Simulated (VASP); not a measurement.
Crystal: CdTe.

```
Cd Te
1.0
     0.00000    3.20500    3.20500
     3.20500    0.00000    3.20500
     3.20500    3.20500    0.00000
Cd Te
1 1
Direct
  0.00000 0.00000 0.00000
  0.25000 0.25000 0.25000
```

* Program: VASP 6.6.1
* Task: relaxation of cell and atoms
* Functional: PBE
* Potentials or basis: VASP PAW PBE potentials, release 64 (Cd, Te)
* Cutoff: 520 eV
* k mesh: 12 × 12 × 12
* Occupations: gaussian, width 0.02 eV
* Spin: no spin polarisation

At the start: pressure 4.4 GPa; volume 32.92 Å³/atom.

Question: How do energy, volume and symmetry change on relaxing?

Answer: Over 5 steps the energy falls by 42.6 meV/atom and the volume is 36.33 Å³/atom (+10.3 %); space group F-43m (No. 216, to 0.05 Å).

The path:
| step | energy change (eV) | largest force (eV/Å) | pressure (GPa) | volume (Å³) |
| --- | --- | --- | --- | --- |
| 1 | 0.0000 | 0.0000 | 4.39 | 65.84 |
| 2 | -0.0784 | 0.0000 | -0.97 | 74.82 |
| 3 | -0.0851 | 0.0000 | 0.02 | 72.63 |
| 4 | -0.0851 | 0.0000 | -0.05 | 72.77 |
| 5 | -0.0851 | 0.0000 | 0.01 | 72.65 |

Final structure:
```yaml
crystal:
  lattice:
    - [0.00000, 3.31188, 3.31188]
    - [3.31188, 0.00000, 3.31188]
    - [3.31188, 3.31188, 0.00000]
  atoms:
    - { symbol: Cd, position: [0.00000, 0.00000, 0.00000] }
    - { symbol: Te, position: [0.25000, 0.25000, 0.25000] }
```

Caveat: the volume moved by +10 % from the deposited cell, more than functionals usually miss.
